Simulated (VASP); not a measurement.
Consider the following.

```
TiN
1.0
    0.00000     2.08811     2.08811
    2.08811     0.00000     2.08811
    2.08811     2.08811     0.00000
Ti N
1 1
Direct
  0.00000   0.00000   0.00000
  0.50000   0.50000   0.50000
```

Method: LDA (Ceperley-Alder, Perdew-Zunger), VASP's LDA PAW potentials (set 64) (plane waves; VASP). Run with 620 eV cut-off, 15×15×15 Γ-centred mesh, first-order Methfessel-Paxton smearing of 0.10 eV, potentials Ti_sv N.

**Question.** The ions, cell shape and volume at an external pressure of 5.0 GPa are relaxed. Give the cell that the relaxation ends in.

**Answer.** 
```
TiN
1.0
    0.00000     2.07737     2.07737
    2.07737     0.00000     2.07737
    2.07737     2.07737     0.00000
Ti N
1 1
Cartesian
  0.00000   0.00000   0.00000
  2.07737   2.07737   2.07737
```
Space group Fm-3m (225), at a tolerance of 0.03 Å.

**Question.** How do energy and volume change from the first to the last step?

**Answer.** The energy (σ→0) changes by +2.1 meV/atom and the volume by -1.5 %, in 3 ionic steps.

```json
[
 {"step": "1", "E(σ→0) (eV)": "-21.6727", "max force (eV/Å)": "0.000", "pressure (GPa)": "-0.16", "volume (Å³)": "18.21"},
 {"step": "2", "E(σ→0) (eV)": "-21.6393", "max force (eV/Å)": "0.000", "pressure (GPa)": "14.68", "volume (Å³)": "17.45"},
 {"step": "3", "E(σ→0) (eV)": "-21.6685", "max force (eV/Å)": "0.000", "pressure (GPa)": "4.94", "volume (Å³)": "17.93"}
]
```

The compound is TiN in the rock salt structure. This run relaxes it under an external pressure of 5 GPa. Symmetry was kept, so distortions that lower it aren't found. The electron count is odd and the run is not spin-polarised, which forces a metal.
